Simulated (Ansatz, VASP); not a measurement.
## Cross-check of NiSb (Breithauptite) between VASP and Ansatz

One calculation is typed for both programs; each brings its own data sets and cutoff. How far apart do they land? The cell is taken from a series of VASP runs on this material, whose earlier steps may have relaxed, scaled or displaced it; both programs get it as it stands.

Method: plane waves, with VASP 6.6.1 beside it; relaxation of cell and atoms at r2SCAN, in Ansatz 0.2.0.

## 1. Set-up

It takes space group P6_3/mmc (No. 194, hexagonal). Conventional cell: a = 3.928 Å, b = 3.928 Å, c = 5.124 Å, α = 90.00°, β = 90.00°, γ = 120.00°. Sb has 6 Ni at 2.60 Å nearest. Nearest to Ni lie 2 Ni at 2.56 Å and 6 Sb at 2.60 Å. Farther neighbours are not listed.

## 2. VASP: relaxation of cell and atoms, r2SCAN

The relaxed volume is the usual yardstick between codes: its relative difference is about their pressure difference at one cell divided by the bulk modulus.

Lines of VASP's logs that name or quote its potential files are left out, and so is its time.

The input, INCAR:

```
SYSTEM = NiSb
PREC = Accurate
ENCUT = 450
EDIFF = 1E-06
NELM = 100
ISMEAR = 0
SIGMA = 0.05
LREAL = .FALSE.
ALGO = Normal
METAGGA = R2SCAN
LASPH = .TRUE.
NBANDS = 23
ISPIN = 2
MAGMOM = 0 0 0 0
LMAXMIX = 4
LORBIT = 11
LWAVE = .FALSE.
LCHARG = .FALSE.
KPAR = 8
IBRION = 2
NSW = 50
ISIF = 3
EDIFFG = -0.006
```

The input, POSCAR:

```
NiSb
1.0
    3.9280894697      0.0000000000      0.0000000000
   -1.9640447349      3.4018252692      0.0000000000
    0.0000000000      0.0000000000      5.1241485347
Sb Ni
2 2
Direct
    0.6666666667      0.3333333333      0.7500000000
    0.3333333333      0.6666666667      0.2500000000
    0.0000000000      0.0000000000      0.5000000000
    0.0000000000      0.0000000000      0.0000000000
```

The input, KPOINTS:

```
Automatic mesh
0
Gamma
12 12 8
0 0 0
```

The projector-augmented-wave data sets are Sb and Ni (PBE family, release 64).

Started as:

```sh
mpirun -np 8 vasp_std
```

Numbers of over 12 decimals in the logs are rounded to 6 here.

The program printed:

```text
[banner, memory and clock lines left out]
running    8 mpi-ranks, on    1 nodes
 distrk:  each k-point on    1 cores,    8 groups
 distr:  one band on    1 cores,    1 groups

 POSCAR found type information on POSCAR SbNi
 POSCAR found :  2 types and       4 ions
|                                                                             |
|           W    W    AA    RRRRR   N    N  II  N    N   GGGG   !!!           |
|           W    W   A  A   R    R  NN   N  II  NN   N  G    G  !!!           |
|           W    W  A    A  R    R  N N  N  II  N N  N  G       !!!           |
|           W WW W  AAAAAA  RRRRR   N  N N  II  N  N N  G  GGG   !            |
|           WW  WW  A    A  R   R   N   NN  II  N   NN  G    G                |
|           W    W  A    A  R    R  N    N  II  N    N   GGGG   !!!           |
|                                                                             |
|     For optimal performance we recommend to set                             |
|       NCORE = 2 up to number-of-cores-per-socket                            |
|     NCORE specifies how many cores store one orbital (NPAR=cpu/NCORE).      |
|     This setting can greatly improve the performance of VASP for DFT.       |
|     The default, NCORE=1 might be grossly inefficient on modern             |
|     multi-core architectures or massively parallel machines. Do your        |
|     Unfortunately you need to use the default for GW and RPA                |
|     calculations (for HF NCORE is supported but not extensively tested      |
|     yet).                                                                   |
|                                                                             |

|                                                                             |
|               ----> ADVICE to this user running VASP <----                  |
|                                                                             |
|     You enforced a specific xc type in the INCAR file but a different       |
|     [... a line on the potential file left out ...]
|     I HOPE YOU KNOW WHAT YOU ARE DOING!                                     |
|                                                                             |

 LDA part: xc-table for (None), standard interpolation
 POSCAR, INCAR and KPOINTS ok, starting setup
 FFT: planning ... GRIDC
 FFT: planning ... GRID_SOFT
 FFT: planning ... GRID
 WAVECAR not read
 entering main loop
       N       E                     dE             d eps       ncg     rms          rms(c)
DAV:   1     0.106564945878E+03    0.10656E+03   -0.11603E+04  8748   0.125E+03
DAV:   2    -0.724509881535E+02   -0.17902E+03   -0.17041E+03  9244   0.276E+02
DAV:   3    -0.809997052174E+02   -0.85487E+01   -0.83882E+01 10783   0.758E+01
DAV:   4    -0.811632665597E+02   -0.16356E+00   -0.16342E+00  9888   0.101E+01
DAV:   5    -0.811690716409E+02   -0.58051E-02   -0.58048E-02 12136   0.189E+00    0.128E+01
DAV:   6    -0.800579074034E+02    0.11112E+01   -0.27204E+01  9720   0.932E+01    0.171E+01
DAV:   7    -0.762988236982E+02    0.37591E+01   -0.83873E+00 10301   0.594E+01    0.366E+00
DAV:   8    -0.764214937362E+02   -0.12267E+00   -0.10871E+00 12584   0.124E+01    0.295E+00
DAV:   9    -0.763631250944E+02    0.58369E-01   -0.17635E-01 10568   0.709E+00    0.590E-01
DAV:  10    -0.763628544092E+02    0.27069E-03   -0.97717E-03 13295   0.984E-01    0.295E-01
DAV:  11    -0.763630019985E+02   -0.14759E-03   -0.15247E-03 12021   0.382E-01    0.107E-01
DAV:  12    -0.763630034573E+02   -0.14588E-05   -0.37672E-04 11026   0.325E-01    0.570E-02
DAV:  13    -0.763629878952E+02    0.15562E-04   -0.39780E-05  9753   0.723E-02    0.316E-02
DAV:  14    -0.763629749342E+02    0.12961E-04   -0.11708E-05 11981   0.568E-02    0.138E-02
DAV:  15    -0.763629752253E+02   -0.29110E-06   -0.19250E-06  5836   0.154E-02
   1 F= -.76362975E+02 E0= -.76362286E+02  d E =-.763630E+02  mag=    -0.0000
 curvature:   0.00 expect dE= 0.000E+00 dE for cont linesearch  0.000E+00
 trial: gam= 0.00000 g(F)=  0.199E-45 g(S)=  0.230E-04 ort = 0.000E+00 (trialstep = 0.100E+01)
 search vector abs. value=  0.230E-04
 bond charge predicted
       N       E                     dE             d eps       ncg     rms          rms(c)
DAV:   1    -0.763632833967E+02   -0.30846E-03   -0.31547E-03 10252   0.835E-01    0.167E-01
DAV:   2    -0.763637281589E+02   -0.44476E-03   -0.46227E-03 10245   0.130E+00    0.228E-01
DAV:   3    -0.763629613865E+02    0.76677E-03   -0.18997E-03 10322   0.871E-01    0.301E-02
DAV:   4    -0.763629646446E+02   -0.32581E-05   -0.55018E-05  9321   0.583E-02    0.824E-03
DAV:   5    -0.763629630328E+02    0.16118E-05   -0.25058E-06  8613   0.254E-02    0.193E-03
DAV:   6    -0.763629632132E+02   -0.18034E-06   -0.67040E-07  4938   0.753E-03
   2 F= -.76362963E+02 E0= -.76362285E+02  d E =0.120121E-04  mag=     0.0000
 trial-energy change:    0.000012  1 .order   -0.000000   -0.000023    0.000023
 step:   0.5018(harm=  0.5018)  dis= 0.00000  next Energy=   -76.362981 (dE=-0.578E-05)
 bond charge predicted
       N       E                     dE             d eps       ncg     rms          rms(c)
DAV:   1    -0.763630507242E+02   -0.87691E-04   -0.79295E-04 10238   0.417E-01    0.833E-02
DAV:   2    -0.763631697364E+02   -0.11901E-03   -0.11497E-03 10231   0.651E-01    0.114E-01
DAV:   3    -0.763629706780E+02    0.19906E-03   -0.47242E-04 10294   0.435E-01    0.147E-02
DAV:   4    -0.763629742821E+02   -0.36041E-05   -0.13837E-05  9244   0.277E-02    0.446E-03
DAV:   5    -0.763629744764E+02   -0.19426E-06   -0.61764E-07  5035   0.139E-02
   3 F= -.76362974E+02 E0= -.76362290E+02  d E =0.748912E-06  mag=     0.0000
 curvature:  -0.25 expect dE=-0.242E-05 dE for cont linesearch -0.588E-06
 trial: gam= 0.00000 g(F)=  0.891E-46 g(S)=  0.963E-05 ort =-0.735E-05 (trialstep = 0.900E+00)
 search vector abs. value=  0.963E-05
 reached required accuracy - stopping structural energy minimisation
```

Parts of OUTCAR (step 2):

```text
ion  position               nearest neighbor table
   1  0.667  0.333  0.750-   3 2.60   4 2.60   3 2.60   4 2.60   3 2.60   4 2.60   2 3.42   2 3.42
                             2 3.42   2 3.42   2 3.42   2 3.42
   2  0.333  0.667  0.250-   3 2.60   4 2.60   3 2.60   4 2.60   3 2.60   4 2.60   1 3.42   1 3.42
                             1 3.42   1 3.42   1 3.42   1 3.42
   3  0.000  0.000  0.500-   4 2.56   4 2.56   1 2.60   2 2.60   1 2.60   2 2.60   1 2.60   2 2.60

  LATTYP: Found a hexagonal cell.
 ALAT       =     3.9280894697
 C/A-ratio  =     1.3044887532

 Subroutine GETGRP returns: Found 24 space group operations
 (whereof 12 operations were pure point group operations)

The static configuration has the point symmetry D_3d.
 The point group associated with its full space group is D_6h.

 Found     95 irreducible k-points:

   k-points           NKPTS =     95   k-points in BZ     NKDIM =     95   number of bands    NBANDS=     23

   dimension x,y,z NGX =    28 NGY =   28 NGZ =   36
   dimension x,y,z NGXF=    56 NGYF=   56 NGZF=   72

   ENCUT  =  450.0 eV  33.07 Ry    5.75 a.u.   6.79  6.79  8.86*2*pi/ulx,y,z

   NELECT =      30.0000    total number of electrons

 k-points in reciprocal lattice and weights: Automatic mesh
   0.00000000  0.00000000  0.00000000       0.001
   0.08333333  0.00000000  0.00000000       0.005
   0.16666667  0.00000000  0.00000000       0.005
   0.25000000  0.00000000  0.00000000       0.005
   0.33333333  0.00000000  0.00000000       0.005
   0.41666667  0.00000000  0.00000000       0.005
   0.50000000  0.00000000  0.00000000       0.003
   0.08333333  0.08333333  0.00000000       0.005
   0.16666667  0.08333333  0.00000000       0.010
[...]
0.33333333  0.25000000  0.50000000       0.010
   0.33333333  0.33333333  0.50000000       0.002

 average (electrostatic) potential at core
       1 -88.1319       2 -88.1319       3 -86.7413       4 -86.7413

 E-fermi :   9.9931

 spin component 1
 k-point     1 :       0.0000    0.0000    0.0000
  band No.  band energies     occupation
    ...
      9       7.7283      1.00000
     10       7.7285      1.00000
     11       8.5440      1.00000
     12       8.5440      1.00000
     13       9.8697      0.99976
     14      10.5216      0.00000
     15      10.5216      0.00000
     16      12.5162      0.00000
     17      12.5162      0.00000
     18      13.5162      0.00000
    ...

 k-point     2 :       0.0833    0.0000    0.0000
  band No.  band energies     occupation
    ...
     10       7.7459      1.00000
     11       8.5365      1.00000
     12       8.5440      1.00000
     13       9.8326      1.00000
     14       9.8415      0.99999
     15      10.1836      0.00000
     16      12.1060      0.00000
     17      12.8302      0.00000
     18      14.0832      0.00000
     19      14.3788      0.00000
    ...

 k-point     3 :       0.1667    0.0000    0.0000
  band No.  band energies     occupation
    ...
     11       8.5184      1.00000
     12       8.5443      1.00000
     13       8.7680      1.00000
     14       9.5324      1.00000
     15       9.7483      1.00000
     16      11.5412      0.00000
     17      13.3667      0.00000
     18      13.5230      0.00000
     19      15.0110      0.00000
     20      16.0707      0.00000
    ...

 k-point     4 :       0.2500    0.0000    0.0000
  band No.  band energies     occupation
    ...
     11       8.1321      1.00000
     12       8.4974      1.00000
     13       8.5448      1.00000
     14       8.8744      1.00000
     15       9.5493      1.00000
     16      10.9253      0.00000
     17      12.6139      0.00000
     18      13.7670      0.00000
     19      14.4578      0.00000
     20      16.3707      0.00000
    ...

 k-point     5 :       0.3333    0.0000    0.0000
  band No.  band energies     occupation
    ...
     11       7.9354      1.00000
     12       8.3074      1.00000
     13       8.4791      1.00000
     14       8.5455      1.00000
     15       9.1577      1.00000
     16      10.3217      0.00000
     17      11.7584      0.00000
     18      13.9829      0.00000
     19      13.9851      0.00000
     20      15.9372      0.00000
    ...

 k-point     6 :       0.4167    0.0000    0.0000
  band No.  band energies     occupation
    ...
     12       7.9896      1.00000
     13       8.4660      1.00000
     14       8.5462      1.00000
     15       8.5934      1.00000
     16       9.8631      0.99988
     17      11.2633      0.00000
     18      13.7218      0.00000
     19      14.0831      0.00000
     20      15.6189      0.00000
     21      15.9253      0.00000
    ...

  Total       -0.0199163     -0.0199163     -0.0023136      0.0000000     -0.0000000      0.0000000
  in kB       -0.4658347     -0.4658347     -0.0541146      0.0000000     -0.0000000      0.0000000
  external PRESSURE =      -0.3285947 kB  Pullay stress =       0.0000000 kB

  energy-cutoff  :      450.00
  volume of cell :       68.50
      direct lattice vectors                 reciprocal lattice vectors
     3.928398442 -0.000000000  0.000000000     0.254556663  0.146968358 -0.000000000
    -1.964199221  3.402092847 -0.000000000     0.000000000  0.293936716 -0.000000000
     0.000000000  0.000000000  5.125378049    -0.000000000 -0.000000000  0.195107559

 POSITION                                       TOTAL-FORCE (eV/Angst)
 -----------------------------------------------------------------------------------
      1.96420      1.13403      3.84403        -0.000000     -0.000000      0.000000
     -0.00000      2.26806      1.28134         0.000000      0.000000      0.000000
      0.00000      0.00000      2.56269         0.000000      0.000000      0.000000
      0.00000      0.00000      5.12538         0.000000      0.000000      0.000000
 -----------------------------------------------------------------------------------
    total drift:                               -0.000000      0.000000      0.000000

  FREE ENERGIE OF THE ION-ELECTRON SYSTEM (eV)
  ---------------------------------------------------
  free  energy   TOTEN  =       -76.3629744764 eV

  energy  without entropy=      -76.3616065004  energy(sigma->0) =      -76.36229049

 reached required accuracy - stopping structural energy minimisation

 total charge
# of ion       s       p       d       tot
------------------------------------------
    1        1.109   1.237   0.078   2.424
    2        1.109   1.237   0.078   2.424
    3        0.458   0.508   8.477   9.443
    4        0.458   0.508   8.477   9.443
--------------------------------------------------
tot          3.133   3.490  17.110  23.733

 magnetization (x)
# of ion       s       p       d       tot
------------------------------------------
    1       -0.000  -0.000  -0.000  -0.000
    2       -0.000  -0.000  -0.000  -0.000
    3        0.000   0.000   0.000   0.000
    4        0.000   0.000   0.000   0.000
--------------------------------------------------
tot          0.000  -0.000   0.000   0.000

[... 1 further part left out ...]
```

This run allows spin, but its moments start at zero, where symmetry between the spins tends to hold them, although Ni can carry a moment. The PAW data sets were made with PBE, which is usual practice but a small mismatch for other functionals. The run keeps the 24 symmetry operations of its start, so it cannot find a distortion of lower symmetry.

(Continued in part 2 of 2.)

[Lines on the potential files, build, host, timing and source positions are cut from VASP's logs without a mark.]

[Logs are printed without paths, hosts, clocks, repeated set-up lines and the standing remarks that a program may print on its own settings, such as how far it seeks lower states.]

[Hosts, paths, dates, database ids (printed as entryN), source tags and the programs' standing remarks are cut or masked in the printed files.]
